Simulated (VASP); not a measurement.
A convergence study with VASP on ZnO (wurtzite): one setting is varied, all else stays as given below, so the limit is that of these other settings.

```xyz
4
Lattice="1.6250 -2.8146 0.0000 1.6250 2.8146 0.0000 0.0000 0.0000 5.2100" Properties=species:S:1:pos:R:3 pbc="T T T"
Zn     1.6250    -0.9382     2.6050
Zn     1.6250     0.9382     0.0000
O      1.6250    -0.9382     4.5952
O      1.6250     0.9382     1.9902
```

Computed with PBEsol GGA, VASP's PBE PAW potentials (set 64) (plane waves; VASP). The tightest run used: 700 eV cut-off, 17×17×9 Γ-centred mesh, Gaussian smearing of 0.050 eV, potentials Zn O.

Task: The settings run are 1×1×1 mesh; 2×2×1 mesh; 3×3×2 mesh; 4×4×2 mesh; 5×5×3 mesh; 6×6×3 mesh; 7×7×4 mesh; 8×8×4 mesh; 9×9×5 mesh; 10×10×6 mesh; 11×11×6 mesh; 12×12×7 mesh; 13×13×7 mesh; 14×14×8 mesh; 15×15×8 mesh; 16×16×9 mesh; 17×17×9 mesh. From which on does the stress (every component) stay within 0.5 GPa of the tightest run?

Result: From 4×4×2 mesh on: it is off by 0.26 there and by no more than 0.5 in any finer run, while 3×3×2 mesh is off by 0.63.
| setting | E (eV/atom) | pressure (GPa) | irreducible k-points | difference judged (GPa) |
|---|---|---|---|---|
| 1×1×1 mesh | -2.1629 | 31.54 | 1 | 39.94 |
| 2×2×1 mesh | -4.7072 | -1.94 | 2 | 10.23 |
| 3×3×2 mesh | -4.8221 | -0.62 | 6 | 0.63 |
| 4×4×2 mesh | -4.8469 | -0.85 | 8 | 0.26 |
| 5×5×3 mesh | -4.8526 | -0.84 | 10 | 0.06 |
| 6×6×3 mesh | -4.8537 | -0.83 | 14 | 0.02 |
| 7×7×4 mesh | -4.8544 | -0.84 | 24 | 0.01 |
| 8×8×4 mesh | -4.8545 | -0.82 | 30 | 0.01 |
| 9×9×5 mesh | -4.8546 | -0.82 | 36 | 0.01 |
| 10×10×6 mesh | -4.8547 | -0.82 | 56 | 0.01 |
| 11×11×6 mesh | -4.8547 | -0.83 | 64 | 0.00 |
| 12×12×7 mesh | -4.8547 | -0.82 | 76 | 0.01 |
| 13×13×7 mesh | -4.8547 | -0.82 | 84 | 0.01 |
| 14×14×8 mesh | -4.8547 | -0.83 | 120 | 0.00 |
| 15×15×8 mesh | -4.8547 | -0.83 | 135 | 0.00 |
| 16×16×9 mesh | -4.8547 | -0.83 | 150 | 0.00 |
| 17×17×9 mesh | -4.8547 | -0.83 | 165 | 0.00 |

Left out are rungs that failed or repeat a setting and relaxations that didn't move; long series are thinned to 24 rows.

The compound is ZnO in the wurtzite structure. The cell was not relaxed at this level.
